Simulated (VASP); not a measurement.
All values below come from PBE GGA, VASP's PBE PAW potentials (set 64) (plane waves; VASP 6.6.1).

The input files of a VASP run:

POSCAR:
```
ZnS
1.0
  0.0000000000   2.7050000000   2.7050000000
  2.7050000000   0.0000000000   2.7050000000
  2.7050000000   2.7050000000   0.0000000000
Zn S
1 1
Cart
  0.0000000000   0.0000000000   0.0000000000
  4.0575000000   4.0575000000   4.0575000000
```

**INCAR**
```
ALGO  =  Normal
EDIFF  =  1E-6
EDIFFG  =  -0.01
ENCUT  =  480
GGA  =  PE
IBRION  =  2
ISIF  =  3
ISMEAR  =  0
LASPH  =  .TRUE.
LCHARG  =  .FALSE.
LMAXMIX  =  4
LREAL  =  .FALSE.
LWAVE  =  .FALSE.
NELM  =  100
NSW  =  60
PREC  =  Accurate
SIGMA  =  0.05
SYSTEM  =  ZnS
```

File KPOINTS:
```
Automatic mesh
0
Gamma
8 8 8
0 0 0
```

POTCAR, in this order: Zn S (PBE.64 set). Program: vasp_std.

Question: What will the output report for the number of irreducible k-points (NKPTS), largest plane-wave count, number of space-group operations, FFT grid (NGX, NGY, NGZ)?

Answer: 
| Item | Result |
|---|---|
| number of irreducible k-points (NKPTS) | 29 |
| largest plane-wave count | 960 |
| number of space-group operations | 24 |
| FFT grid (NGX, NGY, NGZ) | 28 × 28 × 28 |

The compound is ZnS in the zinc blende structure. This run relaxes it. Symmetry was kept, so distortions that lower it aren't found.
